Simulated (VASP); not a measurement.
## HfN (space group Fm-3m): computed properties

Calculation: LDA (Ceperley-Alder, Perdew-Zunger), VASP's LDA PAW potentials (set 64) (plane waves; VASP).

- space group = Fm-3m (225)
- cell = a = b = c = 4.4622 Å, α = β = γ = 90.00°
- volume per atom = 11.11 Å³/atom
- band gap (over mesh and band path) = none (metal, semimetal or under 0.01 eV)
- Hill bulk modulus = 309 GPa
- Hill shear modulus = 184 GPa
- Poisson's ratio = 0.252
- density = 14.39 g/cm³
- optical Γ-point spectrum = 529 (×3) cm⁻¹
- C11 = 694 GPa
- C12 = 117 GPa
- C44 = 135 GPa

Space group Fm-3m (No. 225); a = b = c = 4.4622 Å, α = β = γ = 90.00°

```tsv
atom	site	symmetry	x	y	z
Hf	4a	m-3m	0.0000	0.0000	0.0000
N	4b	m-3m	0.5000	0.5000	0.5000
```
(The calculation used a cell of 2 atoms; values per cell refer to that cell.)

Finite-difference elastic constants of metals are sensitive to mesh and smearing; shear constants can be off by tens of GPa. Unless said otherwise, spin-orbit coupling is left out, though it shifts the bands of the heavy elements here.

The structure comes from a computed database's HfN entry (Fm-3m); how it stands against other phases isn't given here. It was relaxed first. Symmetry was kept, so distortions that lower it aren't found. The electron count is odd and the run is not spin-polarised, which forces a metal.
